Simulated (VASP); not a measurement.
An input for Ansatz (written as the equivalent of a VASP run, and not itself run):

Ansatz 0.2 input:
```yaml
crystal:
  lattice:
    - [3.1869684, 0.0000000, 0.0000000]
    - [0.0000000, 3.1869684, 0.0000000]
    - [0.0000000, 0.0000000, 3.1869684]
  atoms:
    - { symbol: Co, position: [0.0000000, 0.0000000, 0.0000000] }
    - { symbol: Te, position: [0.5000000, 0.5000000, 0.5000000] }
kpoints:
  mp_grid: { grid: [13, 13, 13] }
hamiltonian:
  xc: pbesol
  pseudopotentials: { kind: paw }
scf:
  occupations: { method: tetrahedron }
  max_iter: 100
output: { forces: true, stress: true, eigenvalues: true }
```

Question: Write the VASP files for the same calculation (PBEsol).

Answer: This is not unique; one that fits is 
### INCAR
```
! general
SYSTEM  = CoTe
PREC    = Accurate
ENCUT   = 400   ! plane-wave cut-off (eV)
LREAL   = .False.
LASPH   = .True.   ! aspherical one-centre terms

! electronic loop
EDIFF   = 1E-7   ! SCF stop (eV)
NELM    = 100   ! most electronic steps
ALGO    = Normal   ! blocked Davidson
LMAXMIX = 4

! smearing
ISMEAR  = -5   ! tetrahedra, Bloechl

! functional
GGA     = PS   ! PBEsol

! ions
ISIF    = 2   ! forces and stress, cell fixed

! output
LWAVE   = .False.
LCHARG  = .True.
LORBIT  = 11   ! lm-projected
NEDOS   = 601   ! DOS grid
```

**POSCAR**
```
CoTe
3.1869680
  1.0000001108   0.0000000000   0.0000000000
  0.0000000000   1.0000001108   0.0000000000
  0.0000000000   0.0000000000   1.0000001108
Co Te
1 1
Cart
  0.0000000000   0.0000000000   0.0000000000
  0.5000000554   0.5000000554   0.5000000554
```

KPOINTS:
```
Automatic mesh
0
Gamma
13 13 13
0 0 0
```

POTCAR, in this order: Co Te (PBE.64 set). Program: vasp_std.

Limits of the translation: each code has its own PAW files, so the cut-off isn't converted (ENCUT is set for VASP's; basis.ecutwfc is left out, and Ansatz then takes the one that its files recommend); Ansatz stops its SCF on the density residual and VASP on the energy change (EDIFF).

The structure was generated: CoTe was put into the CsCl type type (Pm-3m), which need not be its known phase. It was relaxed first, which changed the volume by -20 %.
